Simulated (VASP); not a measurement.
Given:

```
CoGa
1.0
    2.86658     0.00000     0.00000
    0.00000     2.86658     0.00000
    0.00000     0.00000     2.86658
Ga Co
1 1
Cartesian
  1.43329   1.43329   1.43329
  0.00000   0.00000   0.00000
```

Method: LDA (Ceperley-Alder, Perdew-Zunger), VASP's LDA PAW potentials (set 64) (plane waves; VASP). Numerical set-up: 520 eV cut-off, 13×13×13 Γ-centred mesh, first-order Methfessel-Paxton smearing of 0.10 eV, potentials Ga_d Co.

**Question.** What does the run give for the energy per atom (σ→0), pressure, band gap (on the k-mesh) with the smallest direct gap where there is one?

**Answer.** 
| Item | Result |
|---|---|
| band gap (on the k-mesh) | none (metal, semimetal or under 0.01 eV) |
| energy per atom (σ→0) | -6.242 eV/atom |
| pressure | -11.01 GPa |

The absolute energy has meaning only against runs of the same code, potentials and settings.

The compound is CoGa in the CsCl type structure. This cell is one point of a volume scan, at 1.06 of the reference volume. The run is not spin-polarised, so no magnetic state was tried.
